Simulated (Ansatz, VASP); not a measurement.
# Rh (Rhodium) in two plane-wave programs

Aim: how closely do two programs agree when they are given the same cell, functional and k mesh? The cell is a member of a volume series, scaled by 1.015 from a relaxed one, so a pressure remains.

Program: Ansatz 0.2.0. Level of theory: plane waves, with VASP 6.6.1 beside it; single point at RPBE. Results are calculated unless marked as measured.

## (1) Starting point

The structure is cubic, space group Fm-3m (No. 225). The conventional cell has a = 3.872 Å, b = 3.872 Å, c = 3.872 Å, α = 90.00°, β = 90.00°, γ = 90.00°. Nearest to Rh lie 12 Rh at 2.74 Å.

Structure file:

```cif
data_structure
_symmetry_space_group_name_H-M 'P 1'
_symmetry_Int_Tables_number 1
_cell_length_a 2.7379
_cell_length_b 2.7379
_cell_length_c 2.7379
_cell_angle_alpha 60.000
_cell_angle_beta 60.000
_cell_angle_gamma 60.000
_cell_volume 14.51
loop_
_atom_site_label
_atom_site_type_symbol
_atom_site_fract_x
_atom_site_fract_y
_atom_site_fract_z
_atom_site_occupancy
Rh1 Rh 0.00000 0.00000 0.00000 1
```

## (2) VASP: single point, RPBE, volume scaled by 1.015

With cell and atoms fixed, the geometry can't cause a difference; cores, projectors, grids and the points listed under the comparison can.

Lines of VASP's logs that name or quote its potential files are left out, and so is its time.

The input asks for a relaxation, which ended at its first step since no free force or stress exceeded the threshold; so it serves as a single point.

INCAR reads:

```
SYSTEM = Rh
PREC = Accurate
ENCUT = 450
EDIFF = 1E-06
NELM = 100
ISMEAR = 1
SIGMA = 0.15
LREAL = .FALSE.
ALGO = Normal
GGA = RP
NBANDS = 13
LASPH = .TRUE.
LORBIT = 11
LWAVE = .FALSE.
LCHARG = .FALSE.
KPAR = 8
IBRION = 2
NSW = 30
ISIF = 4
EDIFFG = -0.01
```

POSCAR reads:

```
Rh
1.0
    0.0000000000      1.9360037102      1.9360037102
    1.9360037102      0.0000000000      1.9360037102
    1.9360037102      1.9360037102      0.0000000000
Rh
1
Direct
    0.0000000000      0.0000000000      0.0000000000
```

KPOINTS reads:

```
Automatic mesh
0
Gamma
20 20 20
0 0 0
```

PAW data sets: Rh_pv (PBE family, release 64).

On the command line:

```sh
mpirun -np 8 vasp_std
```

Numbers of over 12 decimals in the logs are rounded to 6 here.

The program printed:

```text
[banner, memory and clock lines left out]
running    8 mpi-ranks, on    1 nodes
 distrk:  each k-point on    1 cores,    8 groups
 distr:  one band on    1 cores,    1 groups

 POSCAR found type information on POSCAR Rh
 POSCAR found :  1 types and       1 ions
|                                                                             |
|           W    W    AA    RRRRR   N    N  II  N    N   GGGG   !!!           |
|           W    W   A  A   R    R  NN   N  II  NN   N  G    G  !!!           |
|           W    W  A    A  R    R  N N  N  II  N N  N  G       !!!           |
|           W WW W  AAAAAA  RRRRR   N  N N  II  N  N N  G  GGG   !            |
|           WW  WW  A    A  R   R   N   NN  II  N   NN  G    G                |
|           W    W  A    A  R    R  N    N  II  N    N   GGGG   !!!           |
|                                                                             |
|     For optimal performance we recommend to set                             |
|       NCORE = 2 up to number-of-cores-per-socket                            |
|     NCORE specifies how many cores store one orbital (NPAR=cpu/NCORE).      |
|     This setting can greatly improve the performance of VASP for DFT.       |
|     The default, NCORE=1 might be grossly inefficient on modern             |
|     multi-core architectures or massively parallel machines. Do your        |
|     Unfortunately you need to use the default for GW and RPA                |
|     calculations (for HF NCORE is supported but not extensively tested      |
|     yet).                                                                   |
|                                                                             |

|                                                                             |
|               ----> ADVICE to this user running VASP <----                  |
|                                                                             |
|     You enforced a specific xc type in the INCAR file but a different       |
|     [... a line on the potential file left out ...]
|     I HOPE YOU KNOW WHAT YOU ARE DOING!                                     |
|                                                                             |

 LDA part: xc-table for (Slater+PW92), standard interpolation
 POSCAR, INCAR and KPOINTS ok, starting setup
 FFT: planning ... GRIDC
 FFT: planning ... GRID_SOFT
 FFT: planning ... GRID
 WAVECAR not read
 entering main loop
       N       E                     dE             d eps       ncg     rms          rms(c)
DAV:   1     0.109942644840E+03    0.10994E+03   -0.83548E+03  6710   0.110E+03
DAV:   2    -0.565946661368E+01   -0.11560E+03   -0.11063E+03  7081   0.332E+02
DAV:   3    -0.705509732230E+01   -0.13956E+01   -0.13929E+01  7931   0.409E+01
DAV:   4    -0.706220916965E+01   -0.71118E-02   -0.71112E-02  7627   0.300E+00
DAV:   5    -0.706230450506E+01   -0.95335E-04   -0.95332E-04  8235   0.317E-01    0.850E+00
DAV:   6    -0.662402692124E+01    0.43828E+00   -0.78893E-01  7451   0.130E+01    0.309E+00
DAV:   7    -0.661701149032E+01    0.70154E-02   -0.50474E-02  7966   0.173E+00    0.147E+00
DAV:   8    -0.661491366027E+01    0.20978E-02   -0.43350E-03  7436   0.900E-01    0.851E-02
DAV:   9    -0.661480349403E+01    0.11017E-03   -0.19494E-04  8361   0.201E-01    0.202E-02
DAV:  10    -0.661480165593E+01    0.18381E-05   -0.23365E-05  7811   0.639E-02    0.944E-03
DAV:  11    -0.661479993581E+01    0.17201E-05   -0.64150E-07  5642   0.966E-03    0.592E-04
DAV:  12    -0.661479987630E+01    0.59516E-07   -0.40467E-08  5328   0.269E-03
   1 F= -.66147999E+01 E0= -.66152716E+01  d E =-.661480E+01
 curvature:   0.00 expect dE= 0.000E+00 dE for cont linesearch  0.000E+00
 trial: gam= 0.00000 g(F)=  0.422E-62 g(S)=  0.595E-33 ort = 0.000E+00 (trialstep = 0.100E+01)
 search vector abs. value=  0.100E-09
 reached required accuracy - stopping structural energy minimisation
```

Parts of OUTCAR (step 2):

```text
ion  position               nearest neighbor table
   1  0.000  0.000  0.000-

  LATTYP: Found a face centered cubic cell.
 ALAT       =     3.8720074204

 Subroutine GETGRP returns: Found 48 space group operations
 (whereof 48 operations were pure point group operations)

The static configuration has the point symmetry O_h .

 Found    256 irreducible k-points:

   k-points           NKPTS =    256   k-points in BZ     NKDIM =    256   number of bands    NBANDS=     13

   dimension x,y,z NGX =    20 NGY =   20 NGZ =   20
   dimension x,y,z NGXF=    40 NGYF=   40 NGZF=   40

   ENCUT  =  450.0 eV  33.07 Ry    5.75 a.u.   4.74  4.74  4.74*2*pi/ulx,y,z

   NELECT =      15.0000    total number of electrons

 k-points in reciprocal lattice and weights: Automatic mesh
   0.00000000  0.00000000  0.00000000       0.000
   0.05000000  0.00000000  0.00000000       0.001
   0.10000000  0.00000000  0.00000000       0.001
   0.15000000  0.00000000  0.00000000       0.001
   0.20000000  0.00000000  0.00000000       0.001
   0.25000000  0.00000000  0.00000000       0.001
   0.30000000  0.00000000  0.00000000       0.001
   0.35000000  0.00000000  0.00000000       0.001
   0.40000000  0.00000000  0.00000000       0.001
[...]
-0.30000000  0.50000000  0.20000000       0.002
  -0.25000000  0.50000000  0.25000000       0.001

 average (electrostatic) potential at core
       1 -71.6099

 E-fermi :  11.0250

 k-point     1 :       0.0000    0.0000    0.0000
  band No.  band energies     occupation
    ...
      5       8.2031      2.00000
      6       8.2031      2.00000
      7       8.2031      2.00000
      8      10.1078      2.00000
      9      10.1078      2.00000
     10      27.0507      0.00000
     11      31.7963      0.00000
     12      32.2306      0.00000
     13      32.2306      0.00000

 k-point     2 :       0.0500    0.0000    0.0000
  band No.  band energies     occupation
    ...
      5       8.1620      2.00000
      6       8.2399      2.00000
      7       8.2399      2.00000
      8      10.0877      2.00000
      9      10.0877      2.00000
     10      27.1824      0.00000
     11      31.6464      0.00000
     12      31.7978      0.00000
     13      32.3640      0.00000

 k-point     3 :       0.1000    0.0000    0.0000
  band No.  band energies     occupation
    ...
      5       8.0549      2.00000
      6       8.3389      2.00000
      7       8.3389      2.00000
      8      10.0412      2.00000
      9      10.0412      2.00000
     10      27.5375      0.00000
     11      30.3892      0.00000
     12      31.7975      0.00000
     13      32.7528      0.00000

  Total       -0.3061883     -0.3061883     -0.3061883      0.0000000      0.0000000     -0.0000000
  in kB      -33.8026378    -33.8026378    -33.8026378      0.0000000      0.0000000     -0.0000000
  external PRESSURE =     -33.8026378 kB  Pullay stress =       0.0000000 kB

  energy-cutoff  :      450.00
  volume of cell :       14.51
      direct lattice vectors                 reciprocal lattice vectors
     0.000000000  1.936003710  1.936003710    -0.258263968  0.258263968  0.258263968
     1.936003710  0.000000000  1.936003710     0.258263968 -0.258263968  0.258263968
     1.936003710  1.936003710  0.000000000     0.258263968  0.258263968 -0.258263968

 POSITION                                       TOTAL-FORCE (eV/Angst)
 -----------------------------------------------------------------------------------
      0.00000      0.00000      0.00000        -0.000000     -0.000000     -0.000000
 -----------------------------------------------------------------------------------
    total drift:                                0.000000     -0.000000      0.000000

  FREE ENERGIE OF THE ION-ELECTRON SYSTEM (eV)
  ---------------------------------------------------
  free  energy   TOTEN  =        -6.6147998763 eV

  energy  without entropy=       -6.6162150387  energy(sigma->0) =       -6.61527160

 reached required accuracy - stopping structural energy minimisation

 total charge
# of ion       s       p       d       tot
------------------------------------------
    1        0.393   6.266   7.042  13.702

[... 3 further parts left out ...]
```

CONTCAR:

```
Rh
   1.00000000000000
     0.0000000000000000    1.9360037102000001    1.9360037102000001
     1.9360037102000001    0.0000000000000000    1.9360037102000001
     1.9360037102000001    1.9360037102000001    0.0000000000000000
  Rh
     1
Direct
     0.0000000000000000    0.0000000000000000    0.0000000000000000
```

This run has no spin polarisation. Its electron count is odd, so without a moment it is a metal by construction.

## (3) Ansatz: single point, RPBE, volume scaled by 1.015

Ansatz runs on its default PAW (the set named soft_2) files.

The same cell, functional, mesh and smearing now go to Ansatz, which takes its cutoff from its data sets.

input.yaml reads:

```yaml
crystal:
  lattice:
    - [0.0, 1.93600371, 1.93600371]
    - [1.93600371, 0.0, 1.93600371]
    - [1.93600371, 1.93600371, 0.0]
  atoms:
    - { symbol: Rh, position: [0.0, 0.0, 0.0] }
hamiltonian:
  xc: rpbe
  pseudopotentials: { kind: paw }
kpoints:
  mp_grid: { grid: [20, 20, 20] }
scf:
  occupations: { method: methfessel_paxton, width: 0.15 }
  n_extra_bands: 4
output:
  forces: true
  stress: true
  eigenvalues: true
```

On the command line:

```sh
ansatz run input.yaml --threads 2 --pin off --max-ram 4608MiB --backend cpu --events-out ev --progress --plain --runs-dir out
```

The program printed:

```text
scf.n_extra_bands = 4 over 9 filled bands (N_el = 17.0): the run solves 13 bands
Engine: ansatz 0.2.0, aarch64-unknown-linux-gnu
Pseudopotentials: kind: paw
Pseudopotential: Rh, paw, valence charge 17, recommended cutoff 420 eV (normal), Rh.paw.azcp
Functional definition: RPBE
  parameter kappa = 0.804
  parameter beta = 0.066725
  exchange = rpbe_x(kappa = kappa, mu = beta*pi^2/3)
  correlation = pbe_c(beta = beta)
Crystal: 1 atoms, lattice volume = 14.513 Å³
Basis set: ecut = 420 eV, 283 PW (Γ), exchange–correlation on 40×40×40 points (8 copies of the dense FFT grid, shifted against one another)
Bands: 13, of which v1, the nominal top of the filled ones, is band 9 counted from 1 (8 counted from 0)
Symmetry: 48 space group operations
Space group: Fm-3m (ITA 225), of the structure as read, at distance tolerance 2.4e-5 Å
k-points: 256 of 8000
Non-local potential: Rh, projectors of the file, l = 0: 3, l = 1: 2, l = 2: 2, l = 3: 1
PAW form: soft (Blöchl's): semilocal exchange-correlation on the pseudo side does not see the compensation charge
PAW frozen core: Rh, regenerated for the run's functional, and the local potential with it (the file was generated under x = pbe(κ = 0.804, μ = 0.219515), c = pbe(β = 0.066725))
PAW one-centre angular grid: Rh, 590 points (default); XC on 64 Gauss nodes
Initial density: superposition of atomic densities (neutral atoms: chi_scale 0, normalization atom), corrected by the library's trained network
Initial wavefunctions: pseudopotential atomic-orbital guess
Functional: x = rpbe, c = pbe(β = 0.066725)
SCF iter   1: F=—  HF=-6410.372270 eV  |F-HF|=—  |Δ(HF+E_count)|=         —  Δρ=5.37e-3  dr2=2.68e-3  ethr=1.77e-3  ⟨swp⟩=4.7  Hψ=18024  notcnv=0
preconditioner: auto → none  [metal: Δε(μ)=0.006 eV  Ē_g=13.432 eV  σ=0.150 eV  W_gap=0.03  n_scr=0 (ndim 8)  ℏωp=29.2 eV  f_vac=0.000  D(μ)=1.21/eV (n_scr^D=14)]
SCF iter   2: F=—  HF=-6410.371661 eV  |F-HF|=—  |Δ(HF+E_count)|=   6.09e-4  S|Δr|=    0.00e0  Δρ=2.58e-3  dr2=4.04e-4  ethr=1.57e-5  ⟨swp⟩=2.6  Hψ=7011  notcnv=0
SCF iter   3: F=—  HF=-6410.371541 eV  |F-HF|=—  |Δ(HF+E_count)|=   1.20e-4  S|Δr|=    0.00e0  Δρ=1.27e-3  dr2=3.62e-5  ethr=2.37e-6  ⟨swp⟩=2.5  Hψ=4976  notcnv=0
SCF iter   4: F=—  HF=-6410.371527 eV  |F-HF|=—  |Δ(HF+E_count)|=   1.35e-5  S|Δr|=    0.00e0  Δρ=9.32e-5  dr2=2.67e-7  ethr=2.13e-7  ⟨swp⟩=2.0  Hψ=5504  notcnv=0
SCF iter   5: F=-6410.371528 eV  HF=-6410.371528 eV  |F-HF|=4.55e-11  |Δ(HF+E_count)|=   4.10e-7  S|Δr|=    0.00e0  Δρ=1.10e-5  dr2=4.34e-9  ethr=5.88e-10  ⟨swp⟩=5.2  Hψ=15673  notcnv=0
SCF 1 converged in 5 iterations: F = -6410.371528 eV  dr2 = 4.34e-9
  greatest PAW one-centre occupation: 1.000 electrons in one spin orbital (limit 2), on the Rh atom at site 0 (counted from 0), in its partial waves of l = 0
SCF converged after 5 iterations
Stability not checked: this state was not tested for a lower state beside it, because cold or Methfessel-Paxton smearing, or corrected tetrahedra, fill the levels in a way that the test cannot read (fill_not_monotonic; see scf.lower_state_search)
Free energy (F): -6410.371528 eV
Harris-Foulkes:  -6410.371528 eV  (|F-HF|=4.55e-11)
Internal energy: -6410.372940 eV  (E = F + TS)
E sigma→0 (E₀):  -6410.371881 eV
Entropy (-TS):   0.001413 eV (1.413 meV/atom)
Fermi energy:    20.969991 eV
--- Per-component energies (eV) ---
  E_band       = -106.024480
  E_kinetic    = 571.876961
  E_local      = -1629.089053  (includes V_loc(G=0)·N_el)
  E_nonlocal   = 353.733453
  E_hartree    = 572.807892
  E_xc         = -221.581528
  E_vxc        = -277.771532  (∫ρ·V_xc dr)
  E_paw        = -3594.193132  (= ΣΔE_a)
  E_vpaw       = -270.388244  (= ΣTr[D̂ρ^β])
  E_aug_tail   = 0.000917  (compensation charges beyond the density's cutoff)
  E_ewald      = -2463.824341
  E_core_change = -0.104111  (= ΣΔE_core)
  E_smearing   = 0.001413  (= −TS)
  E_closure    = -0.000000  (closes the sum)
  Σ components = -6410.371528   (vs F -6410.371528, Δ=0.00e0)
--- Forces (eV/Å), atoms counted from 1 ---
  atom   1  Rh    -0.00000000     0.00000000    -0.00000000
  max |Σ_I F_I| component: 3.39e-32 eV/Å
--- Stress (GPa, compression-positive) ---
       -3.376743       0.000000       0.000000
        0.000000      -3.376743      -0.000000
        0.000000       0.000000      -3.376743
  P = ⅓ Tr σ = -3.3767 GPa (-33.767 kbar)
--- Band table (eV; the first three rows and the last of 256) ---
  k-point 0: bands = [... 5 lower, 18.1438, 18.1438, 18.1438, 20.0495, 20.0495, 36.8140, 41.8895, 41.8895]
  k-point 1: bands = [... 5 lower, 18.1028, 18.1807, 18.1807, 20.0294, 20.0294, 36.9441, 41.3432, 42.0220]
  k-point 2: bands = [... 5 lower, 17.9959, 18.2801, 18.2801, 19.9831, 19.9831, 37.2963, 40.1404, 42.4088]
  k-point 255: bands = [... 5 lower, 17.4714, 17.4714, 19.8750, 21.8643, 30.2242, 30.2242, 31.7522, 33.1076]
```

Wall time 2.4 s (2 threads of Arm Neoverse N1, shared host); peak memory 0.29 GiB.

Reading the cycles: dr2 is the Hartree energy of the density residual (eV), the measure of convergence; HF is the Harris–Foulkes estimate of the energy, which meets the free energy F at convergence.

The run ends at a pressure of -3.38 GPa.

## (4) Differences

Known differences besides the potentials themselves: the data sets hold 17 valence electrons in Ansatz (default PAW (the set named soft_2) files) and 15 in VASP; the cutoff is 420 eV in Ansatz and 450 eV in VASP; Ansatz makes its cores anew for this functional, VASP keeps those of its PBE data sets. Total energies have different zeros and are not compared.

The two programs side by side:

```tsv
quantity	Ansatz	VASP	difference
pressure (GPa)	-3.38	-3.38	0.00
pressure without Ansatz's Pulay correction (GPa)	-3.50	-3.38	-0.12
```

Ansatz's pressure holds a Pulay correction of 0.12 GPa; VASP's holds none.

## (5) Outcome

- difference in pressure (single point, RPBE, volume scaled by 1.015): 0.0035 GPa

The difference in pressure is 0.0035 GPa (single point, RPBE, volume scaled by 1.015), within the 1 GPa picked in this series as the mark of a large difference. Such differences can come from data sets, numerical settings and the points named under the comparisons, not from the functional's error against experiment.

[Lines on the potential files, build, host, timing and source positions are cut from VASP's logs without a mark.]

[Logs are printed without paths, hosts, clocks, repeated set-up lines and the standing remarks that a program may print on its own settings, such as how far it seeks lower states.]

[Hosts, paths, dates, database ids (printed as entryN), source tags and the programs' standing remarks are cut or masked in the printed files.]
